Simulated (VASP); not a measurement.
Given:

```
CdSe
1.0
    0.00000     3.02848     3.02848
    3.02848     0.00000     3.02848
    3.02848     3.02848     0.00000
Cd Se
1 1
Cartesian
  0.00000   0.00000   0.00000
  1.51424   1.51424   1.51424
```

These are vdW-DF-cx, VASP's PBE PAW potentials (set 64) (plane waves; VASP 6.6.1) values and carry that method's errors. Settings: 520 eV cut-off, 8×8×8 Γ-centred mesh, Gaussian smearing of 0.050 eV, potentials Cd Se.

### Question
Give the stress tensor in GPa (positive for a compressed cell).

### Answer

```
1.65  0.00  0.00
0.00  1.65  0.00
0.00  0.00  1.65
```
The pressure is its mean diagonal, 1.65 GPa.

The compound is CdSe in the zinc blende structure, whereas wurtzite is the usual form. This cell is one point of a volume scan, at 0.97 of the reference volume.
